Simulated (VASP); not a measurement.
# Nb3B5 (P-62m) in VASP: further runs

Runs on Nb3B5. Level: PBE. Tasks: equation of state.

Everything below comes from runs of VASP 6.6.1. Logs are shortened: lines on timing, memory, paths and dates and some standing lists are left out, and cuts for length are marked.

### 1 The crystal as given

Symmetry: P-62m, No. 189, hexagonal system. The conventional cell has a = 5.406 Å, b = 5.406 Å, c = 3.213 Å, α = 90.00°, β = 90.00°, γ = 120.00°. Nb (site symmetry m2m) is surrounded by 10 B at 2.40 to 2.43 Å. Around B (site symmetry -6) lie 3 B at 1.77 Å. Around B (site symmetry m2m) lie 2 B at 1.77 Å.

The cell was built by a generator and needn't be a form met in nature.

### 2 Equation of state, PBE, 10.17 Å³/atom

Contents of INCAR:

```
  PREC = Accurate
  ENCUT = 520
  EDIFF = 1E-6
  ISMEAR = 0
  SIGMA = 0.1
  LREAL = False
  LASPH = True
  NELM = 100
  ALGO = Normal
  ISIF = 4
  LWAVE = False
  LCHARG = False
  GGA = PE
  IBRION = 2
  NSW = 30
  EDIFFG = -0.02
  KPAR = 2
```

Contents of KPOINTS:

```
regular mesh
0
Gamma
  6 6 10
```

Contents of POSCAR:

```
Nb3B5
1.0
    5.4058260000      0.0000000000      0.0000000000
   -2.7029130000      4.6815830000      0.0000000000
    0.0000000000      0.0000000000      3.2134200000
Nb B
3 5
Direct
    0.0000000000      0.6753220000      0.0000000000
    0.3246780000      0.3246780000      0.0000000000
    0.6753220000      0.0000000000      0.0000000000
    0.6666670000      0.3333330000      0.5000000000
    0.3333330000      0.6666670000      0.5000000000
    0.0000000000      0.3447180000      0.5000000000
    0.3447180000      0.0000000000      0.5000000000
    0.6552820000      0.6552820000      0.5000000000
```

Potentials or basis: VASP PAW PBE potentials, release 64 (Nb_sv, B).

Launch:

```bash
> cat potpaw_PBE.64/Nb_sv/POTCAR potpaw_PBE.64/B/POTCAR > POTCAR
> mpirun -np 2 vasp_std > vasp.out
```

OUTCAR:

```text
PREC = Accurate
   ENCUT = 520
   EDIFF = 1E-6
   ISMEAR = 0
   LREAL = False
   LASPH = True
   NELM = 100
   ISIF = 4
   GGA = PE
   IBRION = 2
   NSW = 30
   EDIFFG = -0.02

 ion  position               nearest neighbor table
   1  0.000  0.675  0.000-   6 2.40   6 2.40   8 2.42   8 2.42   7 2.42   7 2.42   5 2.43   5 2.43
                             4 2.43   4 2.43   3 3.04   2 3.04
   2  0.325  0.325  0.000-   8 2.40   8 2.40   6 2.42   6 2.42   7 2.42   7 2.42   4 2.43   4 2.43
                             5 2.43   5 2.43   3 3.04   1 3.04
   3  0.675  0.000  0.000-   7 2.40   7 2.40   8 2.42   6 2.42   6 2.42   8 2.42   4 2.43   4 2.43
                             5 2.43   5 2.43   2 3.04   1 3.04
   4  0.667  0.333  0.500-   6 1.77   7 1.77   8 1.77   3 2.43   3 2.43   1 2.43   1 2.43   2 2.43
                             2 2.43
   5  0.333  0.667  0.500-   7 1.77   6 1.77   8 1.77   1 2.43   1 2.43   3 2.43   3 2.43   2 2.43
                             2 2.43
   6  0.000  0.345  0.500-   4 1.77   5 1.77   1 2.40   1 2.40   2 2.42   2 2.42   3 2.42   3 2.42

   7  0.345  0.000  0.500-   5 1.77   4 1.77   3 2.40   3 2.40   1 2.42   1 2.42   2 2.42   2 2.42

   8  0.655  0.655  0.500-   5 1.77   4 1.77   2 2.40   2 2.40   1 2.42   1 2.42   3 2.42   3 2.42

  LATTYP: Found a hexagonal cell.
 ALAT       =     5.4058260000
 C/A-ratio  =     0.5944364469

  Lattice vectors:

 A1 = (   5.4058260000,   0.0000000000,   0.0000000000)
 A2 = (  -2.7029130000,   4.6815830000,   0.0000000000)
 A3 = (   0.0000000000,   0.0000000000,   3.2134200000)

Analysis of symmetry for initial positions (statically):
=====================================================================
 Subroutine PRICEL returns:
 Original cell was already a primitive cell.

 Routine SETGRP: Setting up the symmetry group for a
 hexagonal supercell.

 Subroutine GETGRP returns: Found 12 space group operations
 (whereof 12 operations were pure point group operations)
 out of a pool of 24 trial point group operations.

The static configuration has the point symmetry D_3h.

Analysis of symmetry for dynamics (positions and initial velocities):
=====================================================================
 Subroutine PRICEL returns:
 Original cell was already a primitive cell.

 Routine SETGRP: Setting up the symmetry group for a
 hexagonal supercell.

 Subroutine GETGRP returns: Found 12 space group operations
 (whereof 12 operations were pure point group operations)
 out of a pool of 24 trial point group operations.

The dynamic configuration has the point symmetry D_3h.

 Subroutine INISYM returns: Found 12 space group operations
 (whereof 12 operations are pure point group operations),
 and found     1 'primitive' translations

----------------------------------------------------------------------------------------

                                     Primitive cell

  volume of cell :      81.3247

  direct lattice vectors                    reciprocal lattice vectors
     5.405826000  0.000000000  0.000000000     0.184985606  0.106801481  0.000000000
    -2.702913000  4.681583000  0.000000000     0.000000000  0.213602963  0.000000000
     0.000000000  0.000000000  3.213420000     0.000000000  0.000000000  0.311194926

  length of vectors
     5.405826000  5.405826308  3.213420000     0.213602975  0.213602963  0.311194926

  position of ions in fractional coordinates (direct lattice)
     0.000000000  0.675322000  0.000000000
     0.324678000  0.324678000  0.000000000
     0.675322000  0.000000000  0.000000000
     0.666667000  0.333333000  0.500000000
     0.333333000  0.666667000  0.500000000
     0.000000000  0.344718000  0.500000000
     0.344718000  0.000000000  0.500000000
     0.655282000  0.655282000  0.500000000

  ion indices of the primitive-cell ions
   primitive index   ion index
                 1           1
                 2           2
                 3           3
                 4           4
                 5           5
                 6           6
                 7           7
                 8           8

----------------------------------------------------------------------------------------

 KPOINTS: regular mesh

Automatic generation of k-mesh.
 Grid dimensions read from file:
 generate k-points for:    6    6   10

 Generating k-lattice:

  Cartesian coordinates                     Fractional coordinates (reciprocal lattice)
     0.030830934  0.017800247  0.000000000     0.166666667  0.000000000  0.000000000
     0.000000000  0.035600494  0.000000000     0.000000000  0.166666667  0.000000000
     0.000000000  0.000000000  0.031119493     0.000000000  0.000000000  0.100000000

  Length of vectors
     0.035600496  0.035600494  0.031119493

  Shift w.r.t. Gamma in fractional coordinates (k-lattice)
     0.000000000  0.000000000  0.000000000

 Subroutine IBZKPT returns following result:
 ===========================================

 Found     42 irreducible k-points:

 Following reciprocal coordinates:
            Coordinates               Weight
  0.000000  0.000000  0.000000      1.000000
  0.166667 -0.000000  0.000000      6.000000
  0.333333 -0.000000  0.000000      6.000000
  0.500000 -0.000000  0.000000      3.000000
  0.166667  0.166667  0.000000      6.000000
  0.333333  0.166667  0.000000     12.000000
[... 16 lines left out ...]
  0.166667 -0.000000  0.300000     12.000000
  0.333333 -0.000000  0.300000     12.000000
 [... further k-points ...]
   k-points           NKPTS =     42   k-points in BZ     NKDIM =     42   number of bands    NBANDS=     32
   number of dos      NEDOS =    301   number of ions     NIONS =      8
   total plane-waves  NPLWV =  38400
   dimension x,y,z NGX =    40 NGY =   40 NGZ =   24
   dimension x,y,z NGXF=    80 NGYF=   80 NGZF=   48
   ions per type =               3   5
   NGX,Y,Z   is equivalent  to a cutoff of  12.30, 12.30, 12.42 a.u.
   NGXF,Y,Z  is equivalent  to a cutoff of  24.60, 24.60, 24.83 a.u.
 SYSTEM =  unknown system
   PREC   = accura    normal or accurate (medium, high low for compatibility)
   ISTART =      0    job   : 0-new  1-cont  2-samecut
   ICHARG =      2    charge: 1-file 2-atom 10-const
   ISPIN  =      1    spin polarized calculation?
   LNONCOLLINEAR =      F non collinear calculations
[... 16 lines left out ...]
   NUPDOWN=      -1.0000    fix difference up-down
   EMIN   =  10.00;   EMAX   =-10.00  energy-range for DOS
   EFERMI =   0.00;   METHOD = LEGACY
   ISMEAR =     0;   SIGMA  =   0.10  broadening in eV -4-tet -1-fermi 0-gaus
   EFERMI_NEDOS =   21; number of points for ismear=-14 and -15
   IALGO  =     38    algorithm
   IMIX   =      4    mixing-type and parameters
     AMIX     =   0.40;   BMIX     =  1.00
     AMIX_MAG =   1.60;   BMIX_MAG =  1.00
  volume/ion in A,a.u.               =      10.17        68.60
  Fermi-wavevector in a.u.,A,eV,Ry     =   1.428232  2.698966 27.753785  2.039846
  Thomas-Fermi vector in A             =   2.548316
   LORBIT       =      0    0 simple, 1 ext, 2 COOP (PROOUT), +10 PAW based schemes
   GGA     = PE    functional components
   LHFCALC =     F    Hartree Fock is set to
   AEXX    =    0.0000 exact exchange contribution
   IVDW    =     0    specifies the selected vdW correction
   LEPSILON=     F    determine dielectric tensor
   LRPA    =     F    only Hartree local field effects (RPA)
 conjugate gradient relaxation of ions
 non-spin polarized calculation
 Gauss-broadening in eV      SIGMA  =   0.10
  energy-cutoff  :      520.00
  volume of cell :       81.32
 maximum number of plane-waves:      2217
   NGX = 21   NGY = 21   NGZ = 11

 number of electron      54.0000006 magnetization

 Free energy of the ion-electron system (eV)
  ---------------------------------------------------
  ext. energy  EPLUGINS =         0.00000000
  ---------------------------------------------------
  free energy    TOTEN  =       -69.88658495 eV

  energy without entropy =      -69.87705565  energy(sigma->0) =      -69.88182030

 E-fermi :  10.8999     XC(G=0): -12.7949

 val. band max:       10.8928980453   @ k =   0.3333  -0.0000   0.0000
 cond. band min:      10.9067467100   @ k =   0.5000  -0.0000   0.5000
 fundamental gap:      0.0138486646
 Fermi energy:        10.8999407820

 k-point     1 :       0.0000    0.0000    0.0000
  band No.  band energies     occupation
      1     -44.0641      2.00000
      2     -43.9721      2.00000
      3     -43.9721      2.00000
      4     -20.3497      2.00000
      5     -20.3228      2.00000
      6     -20.3228      2.00000
[... 24 lines left out ...]
     31      12.2078      0.00000
     32      13.2262      0.00000

 k-point     2 :       0.1667   -0.0000    0.0000
  band No.  band energies     occupation
      1     -44.0571      2.00000
      2     -43.9765      2.00000
      3     -43.9749      2.00000
      4     -20.4347      2.00000
      5     -20.3651      2.00000
      6     -20.2087      2.00000
[... 24 lines left out ...]
     31      12.8857      0.00000
     32      13.1961      0.00000

 k-point     3 :       0.3333   -0.0000    0.0000
  band No.  band energies     occupation
      1     -44.0384      2.00000
      2     -43.9905      2.00000
      3     -43.9797      2.00000
      4     -20.4952      2.00000
      5     -20.3512      2.00000
      6     -20.1010      2.00000
[... 24 lines left out ...]
     31      12.8524      0.00000
     32      13.5019      0.00000

 k-point     4 :       0.5000   -0.0000    0.0000
  band No.  band energies     occupation
      1     -44.0188      2.00000
      2     -44.0080      2.00000
      3     -43.9820      2.00000
      4     -20.5176      2.00000
      5     -20.2822      2.00000
      6     -20.1627      2.00000
[... 24 lines left out ...]
     31      13.0695      0.00000
     32      13.1610      0.00000

 k-point     5 :       0.1667    0.1667    0.0000
  band No.  band energies     occupation
      1     -44.0442      2.00000
      2     -43.9833      2.00000
      3     -43.9811      2.00000
      4     -20.4627      2.00000
      5     -20.3896      2.00000
      6     -20.1190      2.00000
[... 584 lines left out ...]
     31      13.0828      0.00000
     32      13.0834      0.00000

 k-point    22 :       0.0000    0.0000    0.3000
  band No.  band energies     occupation
      1     -44.0439      2.00000
      2     -43.9530      2.00000
      3     -43.9529      2.00000
      4     -20.3709      2.00000
      5     -20.3067      2.00000
      6     -20.2835      2.00000
[... 24 lines left out ...]
     31      13.2488      0.00000
     32      13.9931      0.00000

 k-point    23 :       0.1667   -0.0000    0.3000
  band No.  band energies     occupation
      1     -44.0369      2.00000
      2     -43.9573      2.00000
      3     -43.9557      2.00000
      4     -20.3912      2.00000
      5     -20.3594      2.00000
      6     -20.3229      2.00000
[... 24 lines left out ...]
     31      13.4523      0.00000
     32      14.3403      0.00000

 k-point    24 :       0.3333   -0.0000    0.3000
  band No.  band energies     occupation
      1     -44.0185      2.00000
      2     -43.9712      2.00000
      3     -43.9605      2.00000
      4     -20.4506      2.00000
      5     -20.3284      2.00000
      6     -20.3083      2.00000
[... 24 lines left out ...]
     31      13.7079      0.00000
     32      14.3205      0.00000

 [... further k-points ...]

------------------------ aborting loop because EDIFF is reached ----------------------------------------

  FORCE on cell =-STRESS in cart. coord.  units (eV):
  Direction    XX          YY          ZZ          XY          YZ          ZX
  --------------------------------------------------------------------------------------
  -------------------------------------------------------------------------------------
  Total       -0.0051951     -0.0051951     -0.0068281      0.0000000      0.0000000      0.0000000
  in kB       -0.1023488     -0.1023488     -0.1345207      0.0000000      0.0000000      0.0000000
  external PRESSURE =      -0.1130728 kB  Pullay stress =       0.0000000 kB

 VOLUME and BASIS-vectors are now :
 -----------------------------------------------------------------------------
  energy-cutoff  :      520.00
  volume of cell :       81.32
      direct lattice vectors                 reciprocal lattice vectors
     5.405826000  0.000000000  0.000000000     0.184985606  0.106801481  0.000000000
    -2.702913000  4.681583000  0.000000000     0.000000000  0.213602963  0.000000000
     0.000000000  0.000000000  3.213420000     0.000000000  0.000000000  0.311194926

 POSITION                                       TOTAL-FORCE (eV/Angst)
 -----------------------------------------------------------------------------------
     -1.82534      3.16158      0.00000         0.000163     -0.000283     -0.000000
      0.87758      1.52001      0.00000         0.000163      0.000283     -0.000000
      3.65067      0.00000      0.00000        -0.000326      0.000000     -0.000000
      2.70292      1.56053      1.60671         0.000000      0.000000     -0.000000
     -0.00000      3.12106      1.60671         0.000000      0.000000     -0.000000
     -0.93174      1.61383      1.60671        -0.001601      0.002774     -0.000000
      1.86349      0.00000      1.60671         0.003203      0.000000      0.000000
      1.77117      3.06776      1.60671        -0.001601     -0.002774      0.000000
 -----------------------------------------------------------------------------------
    total drift:                               -0.000000      0.000000     -0.000000

  FREE ENERGIE OF THE ION-ELECTRON SYSTEM (eV)
  ---------------------------------------------------
  free  energy   TOTEN  =       -69.8865849479 eV

  energy  without entropy=      -69.8770556497  energy(sigma->0) =      -69.88182030

 reached required accuracy - stopping structural energy minimisation
```

Run time: 48 s. Hardware: 2 MPI ranks of Intel Xeon Platinum 8259CL at 2.50GHz (Skylake/Cascade Lake), shared host; peak memory 0.23 GiB.

What came out:

| Item | Value |
| --- | --- |
| Free energy | -69.8866 eV |
| Pressure | 0.0 GPa |
| Largest force | 0.003 eV/Å |
| Band gap on the k mesh | none (metal or under the smearing width) |

### 3 Equation of state, PBE, 9.86 Å³/atom (volume scaled by 0.97)

INCAR is that of step 2.

KPOINTS is that of step 2.

Changes to POSCAR since step 2:

```diff
@@ -2,5 +2,5 @@
 1.0
-    5.4058260000      0.0000000000      0.0000000000
-   -2.7029130000      4.6815830000      0.0000000000
-    0.0000000000      0.0000000000      3.2134200000
+    5.3512179634      0.0000000000      0.0000000000
+   -2.6756089817      4.6342910495      0.0000000000
+    0.0000000000      0.0000000000      3.1809589928
 Nb B
```

Potentials or basis: VASP PAW PBE potentials, release 64 (Nb_sv, B).

Launch:

```bash
> cat potpaw_PBE.64/Nb_sv/POTCAR potpaw_PBE.64/B/POTCAR > POTCAR
> mpirun -np 2 vasp_std > vasp.out
```

It took 98 s on 2 MPI ranks of Intel Xeon Platinum 8259CL at 2.50GHz (Skylake/Cascade Lake), shared host; peak memory 0.24 GiB.

Results (log left out):

- Free energy: -69.8208 eV
- Pressure: 8.6 GPa
- Largest force: 0.011 eV/Å
- Band gap on the k mesh: none (metal or under the smearing width)

### 4 Equation of state, PBE, 10.47 Å³/atom (volume scaled by 1.03)

INCAR is that of step 3.

KPOINTS is that of step 3.

Changes to POSCAR since step 3:

```diff
@@ -2,5 +2,5 @@
 1.0
-    5.3512179634      0.0000000000      0.0000000000
-   -2.6756089817      4.6342910495      0.0000000000
-    0.0000000000      0.0000000000      3.1809589928
+    5.4593525108      0.0000000000      0.0000000000
+   -2.7296762554      4.7279383216      0.0000000000
+    0.0000000000      0.0000000000      3.2452381089
 Nb B
```

Launch:

```bash
> cat potpaw_PBE.64/Nb_sv/POTCAR potpaw_PBE.64/B/POTCAR > POTCAR
> mpirun -np 2 vasp_std > vasp.out
```

It took 2 min on 2 MPI ranks of Intel Xeon Platinum 8259CL at 2.50GHz (Skylake/Cascade Lake), shared host; peak memory 0.24 GiB.

The run converged. Its results:

- Free energy: -69.8306 eV
- Pressure: -7.4 GPa
- Largest force: 0.011 eV/Å
- Band gap on the k mesh: none (metal or under the smearing width)

### 5 Equation of state, PBE, 9.56 Å³/atom (volume scaled by 0.94)

INCAR is that of step 4.

KPOINTS is that of step 4.

Changes to POSCAR since step 4:

```diff
@@ -2,5 +2,5 @@
 1.0
-    5.4593525108      0.0000000000      0.0000000000
-   -2.7296762554      4.7279383216      0.0000000000
-    0.0000000000      0.0000000000      3.2452381089
+    5.2954720557      0.0000000000      0.0000000000
+   -2.6477360279      4.5860136736      0.0000000000
+    0.0000000000      0.0000000000      3.1478215935
 Nb B
```

Launch:

```bash
> cat potpaw_PBE.64/Nb_sv/POTCAR potpaw_PBE.64/B/POTCAR > POTCAR
> mpirun -np 2 vasp_std > vasp.out
```

Run time: 1.8 min. Hardware: 2 MPI ranks of Intel Xeon Platinum 8259CL at 2.50GHz (Skylake/Cascade Lake), shared host; peak memory 0.24 GiB.

The run converged. Its results:

```yaml
Free_energy: -69.6134 eV
Pressure: 18.7 GPa
Largest_force: 0.018 eV/Å
Band_gap_on_the_k_mesh: none (metal or under the smearing width)
```

### 6 Equation of state, PBE, 10.78 Å³/atom (volume scaled by 1.06)

INCAR is that of step 5.

KPOINTS is that of step 5.

Changes to POSCAR since step 5:

```diff
@@ -2,5 +2,5 @@
 1.0
-    5.2954720557      0.0000000000      0.0000000000
-   -2.6477360279      4.5860136736      0.0000000000
-    0.0000000000      0.0000000000      3.1478215935
+    5.5118495054      0.0000000000      0.0000000000
+   -2.7559247527      4.7734020560      0.0000000000
+    0.0000000000      0.0000000000      3.2764442358
 Nb B
```

Potentials or basis: VASP PAW PBE potentials, release 64 (Nb_sv, B).

Launch:

```bash
> cat potpaw_PBE.64/Nb_sv/POTCAR potpaw_PBE.64/B/POTCAR > POTCAR
> mpirun -np 2 vasp_std > vasp.out
```

Run time: 2.5 min. Hardware: 2 MPI ranks of Intel Xeon Platinum 8259CL at 2.50GHz (Skylake/Cascade Lake), shared host; peak memory 0.24 GiB.

The run converged. Its results:

- Free energy: -69.6704 eV
- Pressure: -13.7 GPa
- Largest force: 0.011 eV/Å
- Band gap on the k mesh: none (metal or under the smearing width)

### 7 Equation of state, PBE, 9.25 Å³/atom (volume scaled by 0.91)

INCAR is that of step 6.

KPOINTS is that of step 6.

Changes to POSCAR since step 6:

```diff
@@ -2,5 +2,5 @@
 1.0
-    5.5118495054      0.0000000000      0.0000000000
-   -2.7559247527      4.7734020560      0.0000000000
-    0.0000000000      0.0000000000      3.2764442358
+    5.2385270826      0.0000000000      0.0000000000
+   -2.6192635413      4.5366978765      0.0000000000
+    0.0000000000      0.0000000000      3.1139714260
 Nb B
```

Launch:

```bash
> cat potpaw_PBE.64/Nb_sv/POTCAR potpaw_PBE.64/B/POTCAR > POTCAR
> mpirun -np 2 vasp_std > vasp.out
```

Wall time 2.4 min (2 MPI ranks of Intel Xeon Platinum 8259CL at 2.50GHz (Skylake/Cascade Lake), shared host); peak memory 0.23 GiB.

The run converged. Its results:

```yaml
Free_energy: -69.2414 eV
Pressure: 30.3 GPa
Band_gap_on_the_k_mesh: none (metal or under the smearing width)
```

### 8 Equation of state, PBE, 11.08 Å³/atom (volume scaled by 1.09)

INCAR is that of step 7.

KPOINTS is that of step 7.

Changes to POSCAR since step 7:

```diff
@@ -2,5 +2,5 @@
 1.0
-    5.2385270826      0.0000000000      0.0000000000
-   -2.6192635413      4.5366978765      0.0000000000
-    0.0000000000      0.0000000000      3.1139714260
+    5.5633651035      0.0000000000      0.0000000000
+   -2.7816825517      4.8180158761      0.0000000000
+    0.0000000000      0.0000000000      3.3070669849
 Nb B
```

Launch:

```bash
> cat potpaw_PBE.64/Nb_sv/POTCAR potpaw_PBE.64/B/POTCAR > POTCAR
> mpirun -np 2 vasp_std > vasp.out
```

It took 3.4 min on 2 MPI ranks of Intel Xeon Platinum 8259CL at 2.50GHz (Skylake/Cascade Lake), shared host; peak memory 0.26 GiB.

Results (log left out):

- Free energy: -69.4208 eV
- Pressure: -19.1 GPa
- Band gap on the k mesh: none (metal or under the smearing width)
